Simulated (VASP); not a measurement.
Method: LDA (Ceperley-Alder, Perdew-Zunger), VASP's LDA PAW potentials (set 64) (plane waves; VASP 6.6.1).

Input for VASP

POSCAR:
```
ZnO
1
    1.5817974404    -2.7397539452     0.0000000000
    1.5817974404     2.7397539452     0.0000000000
    0.0000000000     0.0000000000     5.1140928117
Zn O
2 2
Direct
  0.6666670000   0.3333330000   0.5017807994
  0.3333330000   0.6666670000   0.0017807994
  0.6666670000   0.3333330000   0.8802192006
  0.3333330000   0.6666670000   0.3802192006
```

File KPOINTS:
```
Automatic
0
gamma
  8 8 5
0 0 0
```

### INCAR
```
LREAL=.False.   ! projection in real space or not
ENCUT=620   ! plane-wave cut-off (eV)
NSW=40   ! most ionic steps
LASPH=.True.   ! aspherical one-centre terms
EDIFFG=-0.02   ! ionic stop
ISMEAR=0   ! Gaussian
LCHARG=.False.
SYSTEM=ZnO
IBRION=2
PSTRESS=50
LMAXMIX=4
EDIFF=1E-6
SIGMA=0.05   ! width (eV)
LWAVE=.False.
ALGO=Normal   ! blocked Davidson
PREC=Accurate
ISIF=3
NELM=100   ! most electronic steps
```

POTCAR, in this order: Zn O (LDA.64 set). Program: vasp_std.

Output of the run:

### OSZICAR
```
       N       E                     dE             d eps       ncg     rms          rms(c)
DAV:   1     0.306284960852E+03    0.30628E+03   -0.21144E+04  1336   0.277E+03
DAV:   2     0.767454990169E+01   -0.29861E+03   -0.28722E+03  1410   0.483E+02
DAV:   3    -0.235821332514E+02   -0.31257E+02   -0.31038E+02  1494   0.164E+02
DAV:   4    -0.242310409036E+02   -0.64891E+00   -0.64777E+00  1488   0.245E+01
DAV:   5    -0.242360496353E+02   -0.50087E-02   -0.50082E-02  1500   0.211E+00    0.168E+01
DAV:   6    -0.210754272895E+02    0.31606E+01   -0.10782E+01  2284   0.712E+01    0.108E+01
DAV:   7    -0.212014970197E+02   -0.12607E+00   -0.24473E+00  1364   0.190E+01    0.621E+00
DAV:   8    -0.211977460817E+02    0.37509E-02   -0.78071E-01  1860   0.854E+00    0.176E+00
DAV:   9    -0.211391574823E+02    0.58589E-01   -0.17366E-01  2100   0.792E+00    0.322E-01
DAV:  10    -0.211421486004E+02   -0.29911E-02   -0.47783E-02  1326   0.167E+00    0.124E-01
DAV:  11    -0.211419669783E+02    0.18162E-03   -0.14396E-03  2004   0.594E-01    0.348E-02
DAV:  12    -0.211419758187E+02   -0.88404E-05   -0.14604E-04  2072   0.282E-01    0.148E-02
DAV:  13    -0.211419751007E+02    0.71805E-06   -0.12621E-05  1644   0.675E-02    0.633E-03
DAV:  14    -0.211419752754E+02   -0.17468E-06   -0.20174E-06   806   0.144E-02
   1 F= -.19758662E+02 E0= -.19758662E+02  d E =-.197587E+02
```

File OUTCAR:
```
------------------------ aborting loop because EDIFF is reached ----------------------------------------
  FORCE on cell =-STRESS in cart. coord.  units (eV):
  Direction    XX          YY          ZZ          XY          YZ          ZX
  --------------------------------------------------------------------------------------
  Total        1.3446770      1.3446774      1.3452488      0.0000000      0.0000000      0.0000000
  in kB       48.6034996     48.6035142     48.6241670      0.0000000      0.0000000      0.0000000
  external PRESSURE =      -1.3896064 kB  Pullay stress =      50.0000000 kB
  volume of cell :       44.33
      direct lattice vectors                 reciprocal lattice vectors
     1.581797440 -2.739753945  0.000000000     0.316096099 -0.182498140  0.000000000
     1.581797440  2.739753945  0.000000000     0.316096099  0.182498140  0.000000000
     0.000000000  0.000000000  5.114092812     0.000000000  0.000000000  0.195538102
  FREE ENERGIE OF THE ION-ELECTRON SYSTEM (eV)
  ---------------------------------------------------
  free  energy   TOTEN  =       -21.1419752754 eV

  energy  without entropy=      -21.1419752754  energy(sigma->0) =      -21.14197528
  enthalpy is  TOTEN    =       -19.7586622941 eV   P V=        1.3833129813

 reached required accuracy - stopping structural energy minimisation
```
(Selected blocks of OUTCAR.)

The compound is ZnO in the wurtzite structure. It was relaxed first under an external pressure of 5 GPa.
